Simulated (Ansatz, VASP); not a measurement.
# H72C35N10O16: VASP beside Ansatz, part 2 of 2

Aim: how closely do two programs agree when they are given the same cell, functional and k mesh? The cell is taken from a series of runs on this material, whose earlier steps may have relaxed, scaled, displaced or heated it; both programs get it as it stands.

VASP 6.6.1 and Ansatz 0.2.0.

So far. Step 2 (VASP: single point, PBE with D3(BJ)): The run ends at a pressure of 1.52 GPa, with forces up to 5.8 eV/Å.

## Step 4: Differences

Known differences besides the potentials themselves: fixed occupations in Ansatz, narrow Gaussian smearing in VASP; the cutoff is 420 eV in Ansatz and 600 eV in VASP (PREC = Accurate, projectors in real space). Total energies have different zeros and are not compared.

The two programs side by side:

```tsv
quantity	Ansatz	VASP	difference
pressure (GPa)	1.47	1.52	-0.05
gap on the k mesh (eV)	2.661	2.677	-0.016
```

Forces on 10 of the 133 atoms, those with the largest forces and the largest differences (eV/Å; atoms numbered as in POSCAR):

```tsv
atom	Ansatz x, y, z	VASP x, y, z
C9	2.710, 0.079, 1.811	2.666, 0.139, 1.856
C15	-0.436, -0.746, -2.874	-0.389, -0.784, -2.922
C18	4.959, 1.656, -2.825	4.838, 1.658, -2.770
C27	0.850, 1.300, 2.816	0.833, 1.323, 2.876
N38	-2.987, -0.852, -0.245	-3.001, -0.887, -0.199
N44	-3.211, -0.588, -0.224	-3.160, -0.572, -0.196
H78	-4.453, 0.119, 1.837	-4.423, 0.123, 1.819
O122	-1.198, 0.645, -0.026	-1.540, 0.750, -0.068
O124	-1.696, -0.747, -0.081	-1.769, -0.732, 0.282
O127	1.031, -0.058, -0.716	1.060, 0.256, -0.830
```

The forces differ by 62 meV/Å r.m.s., which is 6.5 % of the r.m.s. force of 0.958 eV/Å (both taken over all components). A gap on the mesh is an upper bound, since the band edges may lie between its points.

## Step 5: Results

| Item | Value |
| --- | --- |
| r.m.s. force difference (single point, PBE with D3(BJ)) | 6.5 % of the r.m.s. force |

The r.m.s. force difference is 6.5 % of the r.m.s. force (single point, PBE with D3(BJ)), beyond the 3 % picked in this series as the mark of a large difference. What causes the difference of the single point, PBE with D3(BJ) pair stays open here. How closely two codes agree says nothing of how well the functional describes the real material.

[Lines on the potential files, build, host, timing and source positions are cut from VASP's logs without a mark.]

[Logs are printed without paths, hosts, clocks, repeated set-up lines and the standing remarks that a program may print on its own settings, such as how far it seeks lower states.]

[Hosts, paths, dates, database ids (printed as entryN), source tags and the programs' standing remarks are cut or masked in the printed files.]
